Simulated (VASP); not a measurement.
Here is the system:

```xyz
8
Lattice="0.0000 2.7686 2.7686 2.7686 0.0000 2.7686 11.0798 11.0798 -0.0053" Properties=species:S:1:pos:R:3 pbc="T T T"
Zn    10.9155    10.9155     0.1589
Zn     5.6892     5.6892     5.3853
Zn     8.3597     8.3597     5.4835
Zn     8.2623     8.2623     0.0435
Te     1.4116     1.4116     1.3570
S      4.2484     4.2484     1.2888
S      6.9188     6.9188     1.3871
S      9.5894     9.5894     1.4851
```

Level of theory: PBEsol GGA, VASP's PBE PAW potentials (set 64) (plane waves; VASP). Settings: 400 eV cut-off, 8×8×2 Γ-centred mesh, tetrahedra with Blöchl corrections, potentials Zn Te S.

Unless said otherwise, spin-orbit coupling is left out, though it shifts the bands of the heavy elements here.

Question: Predict the energy per atom (σ→0), band gap (on the k-mesh) with the smallest direct gap where there is one.

Answer: 
```yaml
band gap (on the k-mesh): 0.19 eV
smallest direct gap (on the k-mesh): 0.19 eV
energy per atom (σ→0): -3.526 eV/atom
```

The absolute energy has meaning only against runs of the same code, potentials and settings.

The structure was generated: Zn4S3Te was put into an ordered model structure (R3m), which need not be its known phase. It was relaxed first.
